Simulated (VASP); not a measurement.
Input:

```yaml
crystal:
  lattice:
    - [4.00365, 0.00000, 0.00000]
    - [-2.00183, 3.46727, 0.00000]
    - [0.00000, 0.00000, 5.27884]
  atoms:
    - { symbol: Hg, position: [0.33333, 0.66667, 0.25000] }
    - { symbol: Hg, position: [0.66667, 0.33333, 0.75000] }
    - { symbol: O, position: [0.33333, 0.66667, 0.75000] }
    - { symbol: O, position: [0.66667, 0.33333, 0.25000] }
```

Computed with PBEsol GGA, VASP's PBE PAW potentials (set 64) (plane waves; VASP 6.6.1). Numerical set-up: 600 eV cut-off, 8×8×6 Γ-centred mesh, first-order Methfessel-Paxton smearing of 0.10 eV, potentials Hg O.

Without a dispersion term in the relaxation, distances and binding between the weakly bound layers, chains or molecules are unreliable, and so is what depends on them. Unless said otherwise, spin-orbit coupling is left out, though it shifts the bands of the heavy elements here.

Predict the energy per atom (σ→0), pressure, band gap (on the k-mesh) with the smallest direct gap where there is one.

```yaml
band gap (on the k-mesh): none (metal, semimetal or under 0.01 eV)
energy per atom (σ→0): -3.053 eV/atom
pressure: -7.44 GPa
```

Total energies compare only between runs with the same potentials, cut-off and functional.

The structure was generated: HgO was put into the h-BN type (P6_3/mmc), which need not be its known phase. This cell was strained or had an atom moved on purpose.
